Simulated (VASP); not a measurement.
**Ge: energy against volume**

Ge (diamond, Fd-3m, 22.725 Å³/atom and stress up to 0.25 GPa in the relaxed cell, cube axes along x, y and z) under an equal strain ε along all three axes. r2SCAN in VASP (plane waves, PAW), 480 eV, 10×10×10 Γ-centred mesh, Gaussian smearing 0.05 eV; ions are relaxed, or left where forces stay under 0.02 eV/Å, within the symmetry of each cell.

Here V stands for volume and E for E less E0.

| volume (Å³/atom) | E less E0 (meV/atom) | pressure (GPa) |
|---|---|---|
| 20.7401 | ? | ? |
| 21.3882 | 24.26 | 5.41 |
| 21.7173 | 14.24 | 3.95 |
| 22.0497 | 6.98 | 2.62 |
| 22.3854 | 2.34 | 1.41 |
| 22.7246 | 0.00 | 0.25 |
| 23.0672 | 0.13 | -0.81 |
| 23.4132 | 2.48 | -1.77 |
| 23.7626 | 6.82 | -2.63 |
| 24.1155 | 13.12 | -3.48 |

**Question.** Using the third-order Birch-Murnaghan form, a cubic in V^(-2/3), estimate the missing E at V = 20.7401 from the other rows, showing the fit.

**Answer.** With u = V^(-2/3) - 0.1247, the rows have u = 0.0050828, 0.0037683, 0.0024740, 0.0011993, -0.0000566, -0.0012939, -0.0025127, -0.0037134, -0.0048966. Least squares gives E = 0.111 + 924.1·u + 742258·u² + 2117816·u³. Residuals (row less fit): -0.002, -0.007, 0.008, 0.049, -0.061, -0.023, 0.038, 0.014, -0.014; standard error 0.042 (degrees of freedom: 5). Its minimum lies at u = -0.0006242, so V0 = (0.1240758)^(-3/2) = 22.88. There d²E/du² = 1477000 and d³E/du³ = 1.271e7, so B0 = (4/9) × 22.88^(-7/3) × 1477000 × 0.160218 = 70.7 GPa (the last factor turns the table's units into GPa), and B0' = 4 + (2/3) × 0.1240758 × (1.271e7)/1477000 = 4.7. B0' rests on the cubic coefficient alone and has a standard error of 0.2 from these residuals. At the withheld row, u = 0.0077726, so E = 0.111 + 924.1 × 0.0077726 + 742258 × 0.0077726² + 2117816 × 0.0077726³ = 53.130 meV/atom. The calculation gives 53.23 meV/atom, 0.100 meV/atom above the prediction (0.2 % of the range of E in the table). The row lies outside the fitted rows, so this is an extrapolation. From the scatter of the fitted rows alone, a prediction at this place has a standard error of 0.200 meV/atom, so the miss is 0.5 times that.

This level leaves no gap over 0.05 eV at strain 1.50, 2.00 %. Other structures, which can take over under pressure, weren't tried. The same form fitted to the pressure column gives B0' = 5.1; series where the two differ by over 0.4 aren't shown. Rows are the converged runs of the series near zero and its far end, less any whose ions stayed unrelaxed beside relaxed ones; series whose fitted rows scatter by over a few per cent of the range, as at a crossing or softening among them, aren't shown in this form.
